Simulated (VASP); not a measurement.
Given:

```
Yb
1.0
    0.00000     2.74000     2.74000
    2.74000     0.00000     2.74000
    2.74000     2.74000     0.00000
Yb
1
Direct
  0.00000   0.00000   0.00000
```

Level of theory: PBE GGA, VASP's PBE PAW potentials (set 64) (plane waves; VASP). Numerical set-up: 400 eV cut-off, 10×10×10 Γ-centred mesh, tetrahedra with Blöchl corrections, potentials Yb_2.

The 4f electrons are frozen in the core of the lanthanide potential, so 4f levels, which can set the real gap, and their magnetism are missing.

Task: Predict the energy per atom (σ→0), band gap (on the k-mesh) with the smallest direct gap where there is one.

Result: 
| Quantity | Value |
|---|---|
| band gap (on the k-mesh) | none (metal, semimetal or under 0.01 eV) |
| energy per atom (σ→0) | -1.462 eV/atom |

The absolute energy has meaning only against runs of the same code, potentials and settings.

The compound is Yb in the fcc structure. The cell was not relaxed at this level. The run is one of a series of settings (ISMEAR = -5, SIGMA removed against the base run), some of them coarse on purpose.
